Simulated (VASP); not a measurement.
Data:

```
CELL_PARAMETERS angstrom
      1.55772    -2.69805     0.00000
      1.55772     2.69805     0.00000
      0.00000     0.00000     4.98673
ATOMIC_POSITIONS crystal
  Al 0.66667 0.33333 0.50002
  Al 0.33333 0.66667 0.00002
  N  0.66667 0.33333 0.88198
  N  0.33333 0.66667 0.38198
```

All values below come from RPBE GGA, VASP's PBE PAW potentials (set 64) (plane waves; VASP 6.6.1). Settings: 520 eV cut-off, 8×8×5 Γ-centred mesh, Gaussian smearing of 0.050 eV, potentials Al N.

Problem. Predict the energy per atom (σ→0), pressure.

Solution. 
| Item | Result |
|---|---|
| energy per atom (σ→0) | -7082 meV/atom |
| pressure | 6.07 GPa |

The absolute energy has meaning only against runs of the same code, potentials and settings.

The compound is AlN in the wurtzite structure. This cell is one point of a volume scan, at 0.97 of the reference volume.
